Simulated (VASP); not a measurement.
Energy against volume of Mg (hcp). All values below come from r2SCAN+rVV10, VASP's PBE PAW potentials (set 64) (plane waves; VASP). Settings: 520 eV cut-off, 13×13×7 Γ-centred mesh, first-order Methfessel-Paxton smearing of 0.10 eV, potentials Mg.

Shape and ions are relaxed at each volume.

```json
[
 {"V (Å³/atom)": "21.633", "E (eV/atom)": "-4.02142"},
 {"V (Å³/atom)": "22.302", "E (eV/atom)": "-4.02429"},
 {"V (Å³/atom)": "22.971", "E (eV/atom)": "-4.02196"},
 {"V (Å³/atom)": "23.641", "E (eV/atom)": "-4.01516"}
]
```

**Question.** Fit these four points and predict the energy of the run at 20.964 Å³/atom.

**Answer.** A cubic in V^(−2/3), the third-order Birch-Murnaghan form, passes through the four points with V0 = 22.32 Å³/atom and B0 = 41 GPa, and gives -4.0125 eV/atom there. The run gave -4.0126 eV/atom, -0.1 meV/atom from the fit; all five points give B0 = 41 GPa.

The compound is Mg in the hcp structure. It was relaxed first.
